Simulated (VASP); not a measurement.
The input files of a VASP run:

**INCAR**
```
ALGO = Normal
EDIFF = 1E-6
EDIFFG = -0.02
ENCUT = 500
GGA = PS
IBRION = 2
ISIF = 3
ISMEAR = 0
LASPH = .TRUE.
LCHARG = .FALSE.
LMAXMIX = 4
LREAL = .FALSE.
LWAVE = .FALSE.
NELM = 100
NSW = 40
PREC = Accurate
PSTRESS = 100
SIGMA = 0.05
SYSTEM = BaS
```

### KPOINTS
```
Automatic mesh
0
Gamma
8 8 8
0 0 0
```

**POSCAR**
```
BaS
1
    0.0000000000     3.0232323754     3.0232323754
    3.0232323754     0.0000000000     3.0232323754
    3.0232323754     3.0232323754     0.0000000000
Ba S
1 1
Direct
  0.0000000000   0.0000000000   0.0000000000
  0.5000000000   0.5000000000   0.5000000000
```

POTCAR, in this order: Ba_sv S (PBE.64 set). Program: vasp_std.

**Question.** Write an equivalent input for Ansatz.

**Answer.** One equivalent input (not run):
Ansatz 0.2 input:
```yaml
crystal:
  lattice:
    - [0.0000000, 3.0232324, 3.0232324]
    - [3.0232324, 0.0000000, 3.0232324]
    - [3.0232324, 3.0232324, 0.0000000]
  atoms:
    - { symbol: Ba, position: [0.0000000, 0.0000000, 0.0000000] }
    - { symbol: S, position: [0.5000000, 0.5000000, 0.5000000] }
kpoints:
  mp_grid: { grid: [8, 8, 8] }
hamiltonian:
  xc: pbesol
  pseudopotentials: { kind: paw }
scf:
  occupations: { method: gaussian, width: 0.05 }
  max_iter: 100
relax:
  max_steps: 40
  f_tol: 0.02
  cell: { p_target: 10 }
output: { forces: true, stress: true, eigenvalues: true }
```
What does not carry over: each code has its own PAW files, so the cut-off isn't converted (ENCUT is set for VASP's; basis.ecutwfc is left out, and Ansatz then takes the one that its files recommend); Ansatz stops its SCF on the density residual and VASP on the energy change (EDIFF).

The structure was generated: BaS was put into the rock salt type (Fm-3m), which need not be its known phase. It was relaxed first under an external pressure of 10 GPa.
